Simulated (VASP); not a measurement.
# Mg (Magnesium): the relaxed cell at several levels of theory, part 2 of 2

How much does the relaxed cell of Mg (Magnesium) depend on the functional? The starting structure is a measured crystal structure from the Crystallography Open Database.

VASP 6.6.1.

Results so far: PBEsol 22.57 Å³ an atom; LDA 21.51 Å³ an atom; PBE 22.96 Å³ an atom; PBEsol + D3(BJ) 21.40 Å³ an atom.

### 6. Relaxation with r2SCAN

Level of this step: r2SCAN; plane waves and PAW (Mg) (VASP).

r2SCAN adds the kinetic-energy density, costs more than a GGA and is run with LASPH. This run starts from the cell of an earlier relaxation, which isn't shown; the restart sets up the plane waves anew.

Contents of INCAR:

```
SYSTEM = Mg
PREC = Accurate
ENCUT = 450
EDIFF = 1E-06
NELM = 100
ISMEAR = 1
SIGMA = 0.1
LREAL = .FALSE.
ALGO = Normal
METAGGA = R2SCAN
LASPH = .TRUE.
LORBIT = 11
LWAVE = .FALSE.
LCHARG = .FALSE.
KPAR = 2
IBRION = 2
NSW = 50
ISIF = 3
EDIFFG = -0.01
```

Contents of POSCAR:

```
Mg
1.0
    3.1726081981      0.0000000000      0.0000000000
   -1.5863040991      2.7475592959      0.0000000000
    0.0000000000      0.0000000000      5.1587897538
Mg
2
Direct
    0.6666666667      0.3333333333      0.7500000000
    0.3333333333      0.6666666667      0.2500000000
```

Contents of KPOINTS:

```
Automatic mesh
0
Gamma
10 10 6
0 0 0
```

PAW data sets: Mg (PBE family, release 64).

Run with:

```sh
> mpirun -np 2 vasp_std
```

The program printed:

```text
[banner, memory and clock lines left out]
running    2 mpi-ranks, on    1 nodes
[...]
[... a notice as in an earlier step ...]

 LDA part: xc-table for (None), standard interpolation
 POSCAR, INCAR and KPOINTS ok, starting setup
[...]
entering main loop
       N       E                     dE             d eps       ncg     rms          rms(c)
DAV:   1    -0.531503333146E+01   -0.53150E+01   -0.12385E+03   672   0.435E+02
DAV:   2    -0.830385332753E+01   -0.29888E+01   -0.27886E+01   888   0.283E+01
DAV:   3    -0.832434545996E+01   -0.20492E-01   -0.20529E-01   942   0.344E+00
DAV:   4    -0.832442203492E+01   -0.76575E-04   -0.76553E-04   990   0.180E-01
[...]
DAV:   8    -0.828455905071E+01   -0.24030E-03   -0.32333E-04   906   0.211E-01    0.208E-02
DAV:   9    -0.828455376315E+01    0.52876E-05   -0.12552E-05   834   0.277E-02    0.192E-03
DAV:  10    -0.828455458223E+01   -0.81908E-06   -0.19165E-07   588   0.380E-03
   1 F= -.82845546E+01 E0= -.82839045E+01  d E =-.828455E+01
[...]
reached required accuracy - stopping structural energy minimisation
```

The job ended after 7.4 s (2 MPI ranks of Intel Xeon 6975P-C (Granite Rapids), shared host; peak memory 0.29 GiB; 14 s of CPU time).

From OUTCAR (step 6):

```text
  Total       -0.0017567     -0.0017567     -0.0107718      0.0000000      0.0000000      0.0000000
  in kB       -0.0625878     -0.0625878     -0.3837857      0.0000000      0.0000000      0.0000000
  external PRESSURE =      -0.1696538 kB  Pullay stress =       0.0000000 kB

 POSITION                                       TOTAL-FORCE (eV/Angst)
 -----------------------------------------------------------------------------------
      1.58630      0.91585      3.86909         0.000000      0.000000      0.000000
     -0.00000      1.83171      1.28970        -0.000000     -0.000000      0.000000
 -----------------------------------------------------------------------------------
    total drift:                               -0.000000      0.000000     -0.000000

  FREE ENERGIE OF THE ION-ELECTRON SYSTEM (eV)
  ---------------------------------------------------
  free  energy   TOTEN  =        -8.2845545822 eV

  energy  without entropy=       -8.2826044359  energy(sigma->0) =       -8.28390453

[... 2 parts as in an earlier step ...]

[... 2 further parts left out ...]
[key lines of the parts left out:]
E-fermi :   2.8610
```

With r2SCAN the relaxed cell holds 22.484 Å³ an atom, -3.24 % against the measured cell, with a = 3.173 Å and c = 5.159 Å. That is -0.37 % from PBEsol.

### 7. Relaxation with r2SCAN + rVV10

rVV10 adds a nonlocal correlation energy for dispersion. This run starts from the cell of an earlier relaxation, which isn't shown; the restart sets up the plane waves anew.

INCAR, as its differences from that of step 6:

```diff
@@ -10,2 +10,6 @@
 METAGGA = R2SCAN
+LUSE_VDW = .TRUE.
+IVDW_NL = 2
+BPARAM = 11.95
+CPARAM = 0.0093
 LASPH = .TRUE.
```

Contents of POSCAR:

```
Mg
1.0
    3.1680150774      0.0000000000      0.0000000000
   -1.5840075387      2.7435815366      0.0000000000
    0.0000000000      0.0000000000      5.1516254751
Mg
2
Direct
    0.6666666667      0.3333333333      0.7500000000
    0.3333333333      0.6666666667      0.2500000000
```

KPOINTS is that of step 6.

Run with:

```sh
> mpirun -np 2 vasp_std
```

The program printed:

```text
[banner, memory and clock lines left out]
running    2 mpi-ranks, on    1 nodes
[...]
|                                                                             |
|               ----> ADVICE to this user running VASP <----                  |
|                                                                             |
|     You have switched on vdW-DFT.                                           |
|     This routine was written and supplied by Jiri Klimes. We recommend      |
|     that you carefully read and cite the following publications:            |
|       J. Klimes, D.R. Bowler, A. Michelides                                 |
|          J. Phys.: Cond Matt. 22 022201 (2010)                              |
|       J. Klimes, D.R. Bowler, A. Michelides                                 |
|          Phys. Rev. B. 83, 195131 (2011)                                    |
|     and references therein.                                                 |
|                                                                             |

[...]
DAV:   6    -0.803221005367E+01    0.53785E-01   -0.10481E-01   810   0.198E+00    0.697E-01
Total rVV10 correction in eV:      0.2391211    10.5513600
Total rVV10 correction in eV:      0.2391211    10.5513600
DAV:   7    -0.804522342371E+01   -0.13013E-01   -0.17677E-02   738   0.164E+00    0.198E-01
Total rVV10 correction in eV:      0.2391167    10.5513600
Total rVV10 correction in eV:      0.2391167    10.5513600
DAV:   8    -0.804541549694E+01   -0.19207E-03   -0.31048E-04   930   0.204E-01    0.207E-02
Total rVV10 correction in eV:      0.2390592    10.5513600
Total rVV10 correction in eV:      0.2390592    10.5513600
DAV:   9    -0.804541218279E+01    0.33141E-05   -0.12501E-05   792   0.274E-02    0.197E-03
Total rVV10 correction in eV:      0.2390515    10.5513600
Total rVV10 correction in eV:      0.2390515    10.5513600
DAV:  10    -0.804541316794E+01   -0.98515E-06   -0.18180E-07   636   0.370E-03
Total rVV10 correction in eV:      0.2390485    10.5513600
Total rVV10 correction in eV:      0.2390485    10.5513600
Total rVV10 correction in eV:      0.2390485    10.5513600
Total rVV10 correction in eV:      0.2390485    10.5513600
   1 F= -.80454132E+01 E0= -.80447756E+01  d E =-.804541E+01
[...]
reached required accuracy - stopping structural energy minimisation
```

Elapsed: 19 s, on 2 MPI ranks; peak memory 0.47 GiB.

Parts of OUTCAR (step 7):

```text
  Total        0.0002939      0.0002939     -0.0163480      0.0000000      0.0000000     -0.0000000
  in kB        0.0105157      0.0105157     -0.5849605      0.0000000      0.0000000     -0.0000000
  external PRESSURE =      -0.1879764 kB  Pullay stress =       0.0000000 kB

 POSITION                                       TOTAL-FORCE (eV/Angst)
 -----------------------------------------------------------------------------------
      1.58401      0.91453      3.86372        -0.000000     -0.000000      0.000000
     -0.00000      1.82905      1.28791         0.000000      0.000000      0.000000
 -----------------------------------------------------------------------------------
    total drift:                                0.000000     -0.000000      0.000000

  FREE ENERGIE OF THE ION-ELECTRON SYSTEM (eV)
  ---------------------------------------------------
  free  energy   TOTEN  =        -8.0454131679 eV

  energy  without entropy=       -8.0435005059  energy(sigma->0) =       -8.04477561

[... 2 parts as in an earlier step ...]

[... 2 further parts left out ...]
[key lines of the parts left out:]
E-fermi :   2.8735
```

With r2SCAN + rVV10 the relaxed cell holds 22.388 Å³ an atom, -3.65 % against the measured cell, with a = 3.168 Å and c = 5.152 Å. That is -0.80 % from PBEsol.

### 8. Relaxation with vdW-DF-cx

vdW-DF-cx takes its exchange from the same plasmon model as its correlation.

INCAR, as its differences from that of step 7:

```diff
@@ -9,7 +9,5 @@
 ALGO = Normal
-METAGGA = R2SCAN
+GGA = CX
+AGGAC = 0
 LUSE_VDW = .TRUE.
-IVDW_NL = 2
-BPARAM = 11.95
-CPARAM = 0.0093
 LASPH = .TRUE.
```

Contents of POSCAR:

```
Mg
1.0
    3.2093000000      0.0000000000      0.0000000000
   -1.6046500000      2.7793353284      0.0000000000
    0.0000000000      0.0000000000      5.2103000000
Mg
2
Direct
    0.6666666667      0.3333333333      0.7500000000
    0.3333333333      0.6666666667      0.2500000000
```

KPOINTS is that of step 7.

Run with:

```sh
> mpirun -np 2 vasp_std
```

The program printed:

```text
[banner, memory and clock lines left out]
running    2 mpi-ranks, on    1 nodes
[...]
[... a notice as in an earlier step ...]

 [... a notice as in an earlier step ...]

 LDA part: xc-table for (Slater+PW92), standard interpolation
 POSCAR, INCAR and KPOINTS ok, starting setup
[...]
entering main loop
       N       E                     dE             d eps       ncg     rms          rms(c)
DAV:   1     0.263758417579E+01    0.26376E+01   -0.11557E+03   672   0.417E+02
DAV:   2    -0.282274835774E+00   -0.29199E+01   -0.26839E+01   876   0.273E+01
DAV:   3    -0.307278790805E+00   -0.25004E-01   -0.24970E-01   978   0.323E+00
DAV:   4    -0.307334575669E+00   -0.55785E-04   -0.55783E-04   954   0.137E-01
[...]
DAV:   8    -0.325190024357E+00   -0.15935E-04   -0.37981E-05   930   0.509E-02    0.825E-03
DAV:   9    -0.325192532725E+00   -0.25084E-05   -0.22624E-06   924   0.136E-02    0.129E-03
DAV:  10    -0.325192591481E+00   -0.58756E-07   -0.52368E-08   576   0.234E-03
   1 F= -.32519259E+00 E0= -.32458719E+00  d E =-.325193E+00
[... from here on, the cycles between the ionic steps are left out ...]
   2 F= -.32730104E+00 E0= -.32684026E+00  d E =-.210844E-02
   3 F= -.32784503E+00 E0= -.32739061E+00  d E =-.265244E-02
   4 F= -.32784992E+00 E0= -.32739493E+00  d E =-.265733E-02
   5 F= -.32802074E+00 E0= -.32754919E+00  d E =-.170816E-03
 trial-energy change:   -0.000171  1 .order   -0.000173   -0.000309   -0.000037
 step:   1.3108(harm=  1.3108)  dis= 0.00000  next Energy=    -0.328025 (dE=-0.175E-03)
 reached required accuracy - stopping structural energy minimisation
```

Wall time 46 s (2 MPI ranks); peak memory 0.6 GiB.

From OUTCAR (step 8):

```text
  Total        0.0172886      0.0172886      0.0156557      0.0000000     -0.0000000      0.0000000
  in kB        0.6053142      0.6053142      0.5481431      0.0000000     -0.0000000      0.0000000
  external PRESSURE =       0.5862572 kB  Pullay stress =       0.0000000 kB

 POSITION                                       TOTAL-FORCE (eV/Angst)
 -----------------------------------------------------------------------------------
      1.58806      0.91687      3.92849         0.000000      0.000000     -0.000000
     -0.00000      1.83374      1.30950        -0.000000     -0.000000      0.000000
 -----------------------------------------------------------------------------------
    total drift:                                0.000000     -0.000000      0.000000

  FREE ENERGIE OF THE ION-ELECTRON SYSTEM (eV)
  ---------------------------------------------------
  free  energy   TOTEN  =        -0.3280207397 eV

  energy  without entropy=       -0.3266060979  energy(sigma->0) =       -0.32754919

[... 2 parts as in an earlier step ...]

[... 2 further parts left out ...]
[key lines of the parts left out:]
E-fermi :   2.8026
```

With vdW-DF-cx the relaxed cell holds 22.880 Å³ an atom, -1.54 % against the measured cell, with a = 3.176 Å and c = 5.238 Å. That is +1.38 % from PBEsol.

### 9. Relaxation with PBE + D3(BJ)

This run starts from the cell of an earlier relaxation, which isn't shown; the restart sets up the plane waves anew.

INCAR, as its differences from that of step 8:

```diff
@@ -9,6 +9,4 @@
 ALGO = Normal
-GGA = CX
-AGGAC = 0
-LUSE_VDW = .TRUE.
-LASPH = .TRUE.
+GGA = PE
+IVDW = 12
 LORBIT = 11
```

Contents of POSCAR:

```
Mg
1.0
    3.1217870487      0.0000000000      0.0000000000
   -1.5608935243      2.7035468894      0.0000000000
    0.0000000000      0.0000000000      5.1486240917
Mg
2
Direct
    0.6666666667      0.3333333333      0.7500000000
    0.3333333333      0.6666666667      0.2500000000
```

KPOINTS is that of step 8.

Run with:

```sh
> mpirun -np 2 vasp_std
```

The program printed:

```text
[... set-up lines as in an earlier step ...]
 entering main loop
       N       E                     dE             d eps       ncg     rms          rms(c)
DAV:   1    -0.247842846223E+00   -0.24784E+00   -0.12189E+03   672   0.422E+02
DAV:   2    -0.297682667546E+01   -0.27290E+01   -0.25378E+01   894   0.269E+01
DAV:   3    -0.300618476752E+01   -0.29358E-01   -0.29373E-01   984   0.337E+00
DAV:   4    -0.300623250663E+01   -0.47739E-04   -0.47736E-04   930   0.128E-01
DAV:   5    -0.300623266771E+01   -0.16108E-06   -0.16134E-06   990   0.598E-03    0.935E-01
DAV:   6    -0.299964274273E+01    0.65899E-02   -0.49981E-04   846   0.249E-01    0.598E-01
DAV:   7    -0.299227616664E+01    0.73666E-02   -0.18962E-03   750   0.426E-01    0.323E-02
DAV:   8    -0.299228379997E+01   -0.76333E-05   -0.13839E-05  1056   0.312E-02    0.692E-03
DAV:   9    -0.299228283973E+01    0.96024E-06   -0.10508E-06   732   0.729E-03
   1 F= -.35913389E+01 E0= -.35909206E+01  d E =-.359134E+01
[...]
reached required accuracy - stopping structural energy minimisation
```

Elapsed: 2 s, on 2 MPI ranks; peak memory 0.28 GiB.

Parts of OUTCAR (step 9):

```text
 Edisp (eV)   -0.59906

  Total       0.00865     0.00865     0.00565     0.00000     0.00000     0.00000
  in kB       0.31877     0.31877     0.20818     0.00000     0.00000     0.00000
  external pressure =        0.28 kB  Pullay stress =        0.00 kB

 POSITION                                       TOTAL-FORCE (eV/Angst)
 -----------------------------------------------------------------------------------
      1.56089      0.90118      3.86147        -0.000000      0.000000      0.000000
     -0.00000      1.80236      1.28716         0.000000     -0.000000      0.000000
 -----------------------------------------------------------------------------------
    total drift:                                0.000000     -0.000000      0.000000

  FREE ENERGIE OF THE ION-ELECTRON SYSTEM (eV)
  ---------------------------------------------------
  free  energy   TOTEN  =        -3.5913389406 eV

  energy  without entropy=       -3.5900838428  energy(sigma->0) =       -3.59092057

[... 2 parts as in an earlier step ...]

[... 2 further parts left out ...]
[key lines of the parts left out:]
E-fermi :   3.0571
```

With PBE + D3(BJ) the relaxed cell holds 21.727 Å³ an atom, -6.50 % against the measured cell, with a = 3.122 Å and c = 5.149 Å. That is -3.73 % from PBEsol.

### 10. All runs side by side

| level | volume (Å³/atom) | against the measured cell (%) | a (Å) | c (Å) | pressure left (GPa) | core minutes |
| --- | --- | --- | --- | --- | --- | --- |
| PBEsol | 22.568 | -2.88 | 3.1623 | 5.212 | 0.02 | 0.22 |
| LDA | 21.514 | -7.42 | 3.1121 | 5.13 | 0.03 | 0.233 |
| PBE | 22.961 | -1.19 | 3.1814 | 5.2392 | 0.02 | 0.173 |
| PBEsol + D3(BJ) | 21.403 | -7.89 | 3.106 | 5.1235 | 0.03 | 0.28 |
| r2SCAN | 22.484 | -3.24 | 3.1726 | 5.1588 | -0.02 | 0.847 |
| r2SCAN + rVV10 | 22.388 | -3.65 | 3.168 | 5.1516 | -0.02 | 2.26 |
| vdW-DF-cx | 22.88 | -1.54 | 3.1761 | 5.238 | 0.06 | 1.53 |
| PBE + D3(BJ) | 21.727 | -6.5 | 3.1218 | 5.1486 | 0.03 | 0.26 |

Core minutes are wall time times ranks, summed over the relaxations behind a row (those for a bulk modulus apart), on shared hosts.

### 11. Outcome

```yaml
volume_pbesol: 22.57 Å³/atom
volume_lda: 21.51 Å³/atom
volume_pbe: 22.96 Å³/atom
volume_pbesol_d3_bj: 21.40 Å³/atom
volume_r2scan: 22.48 Å³/atom
volume_r2scan_rvv10: 22.39 Å³/atom
volume_vdw_df_cx: 22.88 Å³/atom
volume_pbe_d3_bj: 21.73 Å³/atom
```

Across 8 levels the volume of Mg (Magnesium) spans 7.3 %, from 21.40 Å³ an atom (PBEsol + D3(BJ)) to 22.96 Å³ (PBE). Against the measured volume of the starting structure, PBE comes nearest (-1.2 %) and PBEsol + D3(BJ) lies farthest (-7.9 %). The measured cell holds zero-point expansion and, unless it was taken cold, thermal expansion, which the runs lack, so small differences decide nothing. Adding D3(BJ) to PBEsol changes the volume by -5.2 %. Adding rVV10 to r2SCAN changes the volume by -0.4 %. Adding D3(BJ) to PBE changes the volume by -5.4 %. LASPH is on in some of these runs and off in others, which adds a little to the differences. All runs keep the symmetry of the start, so they can't find a distortion of lower symmetry. Further runs on this material are not shown.

[Lines on the potential files, build, host, timing and source positions are cut from VASP's logs without a mark.]

[Logs are printed without paths, hosts, clocks, repeated set-up lines and the standing remarks that a program may print on its own settings, such as how far it seeks lower states.]

[Hosts, paths, dates, database ids (printed as entryN), source tags and the programs' standing remarks are cut or masked in the printed files.]
